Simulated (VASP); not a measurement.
# Quasiparticle energies of NaF (Villiaumite) in VASP, part 3 of 5

How does the gap of NaF (Villiaumite) change from the starting functional to GW? The cell is of the rock-salt type, one of the forms listed for this formula. The start is a cell from a database of measured crystal structures.

VASP 6.6.1, plane waves and PAW; the level of theory is named at each step.

So far, quasiparticle gap on the mesh (eV): step 4 (evGW0) 11.4. Also gap on the k-mesh (eV): step 3 (empty bands, functional PBE) 6.30.

## Step 5: evGW

This step: evGW on PBE; plane waves and PAW (Na_sv_GW, F_GW) (VASP 6.6.1).

The levels are updated in both G and W; wider gaps weaken the screening and open the gap further.

INCAR

```
SYSTEM = NaF
PREC = Accurate
ENCUT = 520
ISMEAR = 0
SIGMA = 0.01
LREAL = .FALSE.
GGA = PE
NBANDS = 168
ALGO = EVGW
NELMGW = 4
ENCUTGW = 200
NOMEGA = 64
PRECFOCK = Fast
NBANDSGW = 16
LWAVE = .FALSE.
LCHARG = .FALSE.
```

POSCAR

```
NaF
1.0
    0.0000000000      2.3200000000      2.3200000000
    2.3200000000      0.0000000000      2.3200000000
    2.3200000000      2.3200000000      0.0000000000
Na F
1 1
Direct
    0.0000000000      0.0000000000      0.0000000000
    0.5000000000      0.5000000000      0.5000000000
```

KPOINTS

```
Automatic mesh
0
Gamma
4 4 4
0 0 0
```

Potentials, in the order of the species: Na_sv_GW and F_GW (PBE family, release 64).

Started as:

```
$ mpirun -np 8 vasp_std
```

The log of the run:

```text
[banner, memory and clock lines left out]
running    8 mpi-ranks, on    1 nodes
 distrk:  each k-point on    8 cores,    1 groups
 distr:  one band on    1 cores,    8 groups

 POSCAR found type information on POSCAR NaF
 POSCAR found :  2 types and       2 ions
 [... a notice as in an earlier step ...]

 [... a notice as in an earlier step ...]

 LDA part: xc-table for (Slater+PW92), standard interpolation
 found WAVECAR, reading the header
 POSCAR, INCAR and KPOINTS ok, starting setup
 FFT: planning ... GRIDC
 FFT: planning ... GRID_SOFT
 FFT: planning ... GRID
 reading WAVECAR
 the WAVECAR file was read successfully
 initial charge from wavefunction
 available memory per node:     83.35 GB, setting MAXMEM to     85351

 The Fermi energy was updated, please check that it is located mid-gap
 values below the HOMO (VB) or above the LUMO (CB) will cause erroneous energies
 E-fermi :   1.3116

 calculate exact exchange contribution
 the WAVEDER file was read successfully
energies w=
    0.000    0.000    1.199    0.000    2.396    0.000    3.588    0.000
    4.772    0.000    5.947    0.000    7.110    0.000    8.260    0.000
    9.397    0.000   10.519    0.000   11.626    0.000   12.718    0.000
   13.795    0.000   14.858    0.000   15.907    0.000   16.945    0.000
   17.971    0.000   18.987    0.000   19.996    0.000   20.998    0.000
   21.996    0.000   22.991    0.000   23.985    0.000   24.980    0.000
   25.980    0.000   26.985    0.000   27.999    0.000   29.025    0.000
   30.065    0.000   31.122    0.000   32.199    0.000   33.301    0.000
   34.431    0.000   35.593    0.000   36.792    0.000   38.034    0.000
   39.324    0.000   40.669    0.000   42.076    0.000   43.554    0.000
   45.113    0.000   46.763    0.000   48.519    0.000   50.394    0.000
   52.407    0.000   54.579    0.000   56.934    0.000   59.504    0.000
   62.325    0.000   65.441    0.000   68.907    0.000   72.795    0.000
   77.190    0.000   82.207    0.000   87.994    0.000   94.747    0.000
  102.738    0.000  112.342    0.000  124.103    0.000  138.835    0.000
  157.813    0.000  183.158    0.000  218.671    0.000  271.911    0.000
 responsefunction array rank=     176
 LDA part: xc-table for (Slater+PW92), standard interpolation

 min. memory requirement per mpi rank    107.8 MB, per node    862.8 MB

 allocating   8 responsefunctions rank=   176
 shmem allocating  64 responsefunctions rank=   176
 response function shared by NCSHMEM nodes    1
 Doing            8  frequencies on each core in blocks of           64
NQ=   1    0.0000    0.0000    0.0000,
|.........|.........|.........|.........|.........|.........|.........|.........
 performed        206000 updates of chi_q(r,r)
 total number of BLAS operations         47.26 Gflops
NQ=   2    0.2500    0.0000    0.0000,
|.........|.........|.........|.........|.........|.........|.........|.........
 performed        606000 updates of chi_q(r,r)
 total number of BLAS operations        125.21 Gflops
NQ=   3    0.5000    0.0000    0.0000,
|.........|.........|.........|.........|.........|.........|.........|.........
 performed        909000 updates of chi_q(r,r)
 total number of BLAS operations        184.32 Gflops
NQ=   4    0.2500    0.2500    0.0000,
|.........|.........|.........|.........|.........|.........|.........|.........
 performed       1271000 updates of chi_q(r,r)
 total number of BLAS operations        263.33 Gflops
NQ=   5    0.5000    0.2500    0.0000,
|.........|.........|.........|.........|.........|.........|.........|.........
 performed       1757000 updates of chi_q(r,r)
 total number of BLAS operations        360.47 Gflops
NQ=   6   -0.2500    0.2500    0.0000,
|.........|.........|.........|.........|.........|.........|.........|.........
 performed       2189000 updates of chi_q(r,r)
 total number of BLAS operations        453.56 Gflops
NQ=   7    0.5000    0.5000    0.0000,
|.........|.........|.........|.........|.........|.........|.........|.........
 performed       2471000 updates of chi_q(r,r)
 total number of BLAS operations        504.34 Gflops
NQ=   8   -0.2500    0.5000    0.2500,
|.........|.........|.........|.........|.........|.........|.........|.........
 performed       2839000 updates of chi_q(r,r)
 total number of BLAS operations        576.01 Gflops
 resolving degeneracies of screened two electron integrals

 calculate QP shifts <psi_nk| G(iteration)W_0 |psi_nk>: iteration 1
 allocating   8 responsefunctions rank=   176
 shmem allocating  64 responsefunctions rank=   176
 response function shared by NCSHMEM nodes    1
 Doing            8  frequencies on each core in blocks of           64
NQ=   1    0.0000    0.0000    0.0000,
|.........|.........|.........|.........|.........|.........|.........|.........
 performed        206000 updates of chi_q(r,r)
 total number of BLAS operations         47.26 Gflops
NQ=   2    0.2500    0.0000    0.0000,
|.........|.........|.........|.........|.........|.........|.........|.........
 performed        606000 updates of chi_q(r,r)
 total number of BLAS operations        125.21 Gflops
NQ=   3    0.5000    0.0000    0.0000,
|.........|.........|.........|.........|.........|.........|.........|.........
 performed        909000 updates of chi_q(r,r)
 total number of BLAS operations        184.32 Gflops
NQ=   4    0.2500    0.2500    0.0000,
|.........|.........|.........|.........|.........|.........|.........|.........
 performed       1271000 updates of chi_q(r,r)
 total number of BLAS operations        263.33 Gflops
NQ=   5    0.5000    0.2500    0.0000,
|.........|.........|.........|.........|.........|.........|.........|.........
 performed       1757000 updates of chi_q(r,r)
 total number of BLAS operations        360.47 Gflops
NQ=   6   -0.2500    0.2500    0.0000,
|.........|.........|.........|.........|.........|.........|.........|.........
 performed       2189000 updates of chi_q(r,r)
 total number of BLAS operations        453.56 Gflops
NQ=   7    0.5000    0.5000    0.0000,
|.........|.........|.........|.........|.........|.........|.........|.........
 performed       2471000 updates of chi_q(r,r)
 total number of BLAS operations        504.34 Gflops
NQ=   8   -0.2500    0.5000    0.2500,
|.........|.........|.........|.........|.........|.........|.........|.........
 performed       2839000 updates of chi_q(r,r)
 total number of BLAS operations        576.01 Gflops
 resolving degeneracies of screened two electron integrals

 calculate QP shifts <psi_nk| G(iteration)W_0 |psi_nk>: iteration 2
 allocating   8 responsefunctions rank=   176
 shmem allocating  64 responsefunctions rank=   176
 response function shared by NCSHMEM nodes    1
 Doing            8  frequencies on each core in blocks of           64
NQ=   1    0.0000    0.0000    0.0000,
|.........|.........|.........|.........|.........|.........|.........|.........
 performed        206000 updates of chi_q(r,r)
 total number of BLAS operations         47.26 Gflops
NQ=   2    0.2500    0.0000    0.0000,
|.........|.........|.........|.........|.........|.........|.........|.........
 performed        606000 updates of chi_q(r,r)
 total number of BLAS operations        125.21 Gflops
NQ=   3    0.5000    0.0000    0.0000,
|.........|.........|.........|.........|.........|.........|.........|.........
 performed        909000 updates of chi_q(r,r)
 total number of BLAS operations        184.32 Gflops
NQ=   4    0.2500    0.2500    0.0000,
|.........|.........|.........|.........|.........|.........|.........|.........
 performed       1271000 updates of chi_q(r,r)
 total number of BLAS operations        263.33 Gflops
NQ=   5    0.5000    0.2500    0.0000,
|.........|.........|.........|.........|.........|.........|.........|.........
 performed       1757000 updates of chi_q(r,r)
 total number of BLAS operations        360.47 Gflops
NQ=   6   -0.2500    0.2500    0.0000,
|.........|.........|.........|.........|.........|.........|.........|.........
 performed       2189000 updates of chi_q(r,r)
 total number of BLAS operations        453.56 Gflops
NQ=   7    0.5000    0.5000    0.0000,
|.........|.........|.........|.........|.........|.........|.........|.........
 performed       2471000 updates of chi_q(r,r)
 total number of BLAS operations        504.34 Gflops
NQ=   8   -0.2500    0.5000    0.2500,
|.........|.........|.........|.........|.........|.........|.........|.........
 performed       2839000 updates of chi_q(r,r)
 total number of BLAS operations        576.01 Gflops
 resolving degeneracies of screened two electron integrals

 calculate QP shifts <psi_nk| G(iteration)W_0 |psi_nk>: iteration 3
 allocating   8 responsefunctions rank=   176
 shmem allocating  64 responsefunctions rank=   176
 response function shared by NCSHMEM nodes    1
 Doing            8  frequencies on each core in blocks of           64
NQ=   1    0.0000    0.0000    0.0000,
|.........|.........|.........|.........|.........|.........|.........|.........
 performed        206000 updates of chi_q(r,r)
 total number of BLAS operations         47.26 Gflops
NQ=   2    0.2500    0.0000    0.0000,
|.........|.........|.........|.........|.........|.........|.........|.........
 performed        606000 updates of chi_q(r,r)
 total number of BLAS operations        125.21 Gflops
NQ=   3    0.5000    0.0000    0.0000,
|.........|.........|.........|.........|.........|.........|.........|.........
 performed        909000 updates of chi_q(r,r)
 total number of BLAS operations        184.32 Gflops
NQ=   4    0.2500    0.2500    0.0000,
|.........|.........|.........|.........|.........|.........|.........|.........
 performed       1271000 updates of chi_q(r,r)
 total number of BLAS operations        263.33 Gflops
NQ=   5    0.5000    0.2500    0.0000,
|.........|.........|.........|.........|.........|.........|.........|.........
 performed       1757000 updates of chi_q(r,r)
 total number of BLAS operations        360.47 Gflops
NQ=   6   -0.2500    0.2500    0.0000,
|.........|.........|.........|.........|.........|.........|.........|.........
 performed       2189000 updates of chi_q(r,r)
 total number of BLAS operations        453.56 Gflops
NQ=   7    0.5000    0.5000    0.0000,
|.........|.........|.........|.........|.........|.........|.........|.........
 performed       2471000 updates of chi_q(r,r)
 total number of BLAS operations        504.34 Gflops
NQ=   8   -0.2500    0.5000    0.2500,
|.........|.........|.........|.........|.........|.........|.........|.........
 performed       2839000 updates of chi_q(r,r)
 total number of BLAS operations        576.01 Gflops
 resolving degeneracies of screened two electron integrals

 calculate QP shifts <psi_nk| G(iteration)W_0 |psi_nk>: iteration 4
 entering main loop
```

Elapsed: 5 min, on 8 MPI ranks of AMD EPYC 7R43, shared host; peak memory 1.2 GiB; 39 min of CPU time.

OUTCAR, selected parts (step 5):

```text
   NELECT =      16.0000    total number of electrons

 E-fermi :   1.3116

 QP shifts <psi_nk| G(iteration)W_0 |psi_nk>: iteration 2
 k-point   1 :       0.0000    0.0000    0.0000
  band No. old QP-enery  QP-energies   sigma(KS)   T+V_ion+V_H  V^pw_x(r,r')   Z            occupation Imag(sigma)
    ...
      5     -27.0951     -28.5919     -36.3865       7.5936     -41.4610       0.8816       2.0000       0.0880
      6      -4.6231      -5.6604     -26.3241      20.4768     -30.1699       0.8473       2.0000       0.0937
      7      -4.6231      -5.6604     -26.3241      20.4768     -30.1699       0.8473       2.0000       0.0937
      8      -4.6231      -5.6604     -26.3241      20.4768     -30.1699       0.8473       2.0000       0.0937
      9       5.9798       6.3642      -7.4503      13.8477      -5.0043       0.9205       0.0000      -0.0573
     10      18.6545      19.1908      -5.0264      24.2670      -2.1229       0.9150       0.0000      -0.0798
     11      18.6545      19.1908      -5.0264      24.2670      -2.1229       0.9150       0.0000      -0.0798
     12      18.6545      19.1908      -5.0264      24.2670      -2.1229       0.9150       0.0000      -0.0798
    ...

 k-point   2 :       0.2500    0.0000    0.0000
  band No. old QP-enery  QP-energies   sigma(KS)   T+V_ion+V_H  V^pw_x(r,r')   Z            occupation Imag(sigma)
    ...
      5     -25.5093     -27.2022     -33.5657       6.0539     -39.8289       0.8454       2.0000       0.3920
      6      -5.6677      -6.7329     -24.4305      17.5091     -28.0462       0.8496       2.0000       0.0965
      7      -4.7803      -5.8292     -26.1094      20.0923     -29.9453       0.8481       2.0000       0.0946
      8      -4.7803      -5.8292     -26.1094      20.0923     -29.9453       0.8481       2.0000       0.0946
      9       7.9993       8.4037      -8.7283      17.1707      -6.3774       0.9126       0.0000      -0.0588
     10      14.8587      15.3887      -6.1537      21.5936      -3.4109       0.9120       0.0000      -0.0770
     11      19.5742      20.1443      -5.6944      25.8944      -2.7346       0.9110       0.0000      -0.0871
     12      19.5742      20.1443      -5.6944      25.8944      -2.7346       0.9110       0.0000      -0.0871
    ...

 QP shifts <psi_nk| G(iteration)W_0 |psi_nk>: iteration 3
 k-point   1 :       0.0000    0.0000    0.0000
  band No. old QP-enery  QP-energies   sigma(KS)   T+V_ion+V_H  V^pw_x(r,r')   Z            occupation Imag(sigma)
    ...
      5     -28.5919     -28.9119     -36.5446       7.5936     -41.4610       0.8911       2.0000       0.0746
      6      -5.6604      -5.9361     -26.4582      20.4768     -30.1699       0.8590       2.0000       0.0817
      7      -5.6604      -5.9361     -26.4582      20.4768     -30.1699       0.8590       2.0000       0.0817
      8      -5.6604      -5.9361     -26.4582      20.4768     -30.1699       0.8590       2.0000       0.0817
      9       6.3642       6.4564      -7.3841      13.8477      -5.0043       0.9279       0.0000      -0.0518
     10      19.1908      19.3207      -4.9355      24.2670      -2.1229       0.9234       0.0000      -0.0706
     11      19.1908      19.3207      -4.9355      24.2670      -2.1229       0.9234       0.0000      -0.0706
     12      19.1908      19.3207      -4.9355      24.2670      -2.1229       0.9234       0.0000      -0.0706
    ...

 QP shifts <psi_nk| G(iteration)W_0 |psi_nk>: iteration 4
 k-point   1 :       0.0000    0.0000    0.0000
  band No. old QP-enery  QP-energies   sigma(KS)   T+V_ion+V_H  V^pw_x(r,r')   Z            occupation Imag(sigma)
    ...
      5     -28.9119     -28.9840     -36.5861       7.5936     -41.4610       0.8946       2.0000       0.0721
      6      -5.9361      -6.0021     -26.4896      20.4768     -30.1699       0.8616       2.0000       0.0788
      7      -5.9361      -6.0021     -26.4896      20.4768     -30.1699       0.8616       2.0000       0.0788
      8      -5.9361      -6.0021     -26.4896      20.4768     -30.1699       0.8616       2.0000       0.0788
      9       6.4564       6.4772      -7.3689      13.8477      -5.0043       0.9297       0.0000      -0.0506
     10      19.3207      19.3507      -4.9138      24.2670      -2.1229       0.9250       0.0000      -0.0686
     11      19.3207      19.3507      -4.9138      24.2670      -2.1229       0.9250       0.0000      -0.0686
     12      19.3207      19.3507      -4.9138      24.2670      -2.1229       0.9250       0.0000      -0.0686
    ...

[... 16 parts as in an earlier step ...]

[... 22 further parts left out ...]
```

Numbers from this step:

| Quantity | Value |
| --- | --- |
| quasiparticle gap on the mesh | 12.48 eV |
| smallest direct quasiparticle gap on the mesh | 12.48 eV |

QP gap by iteration, by row:

```
iteration  gap (eV)  direct gap (eV)
        1      10.6             10.6
        2     12.02            12.02
        3     12.39            12.39
        4     12.48            12.48
```

GW takes the gap from 6.300 to 12.479 eV. That is +1098 meV against evGW0 on PBE. The last pass still moved it by +87 meV. The value holds for 168 bands, ENCUTGW = 200 eV and this mesh, and isn't shown to be converged in them.

(Continued in part 4 of 5.)

[Lines on the potential files, build, host, timing and source positions are cut from VASP's logs without a mark.]

[Logs are printed without paths, hosts, clocks, repeated set-up lines and the standing remarks that a program may print on its own settings, such as how far it seeks lower states.]

[Hosts, paths, dates, database ids (printed as entryN), source tags and the programs' standing remarks are cut or masked in the printed files.]

[Pressures printed for these runs are not shown converged in the cutoff: they can be off by several GPa and have the wrong sign.]
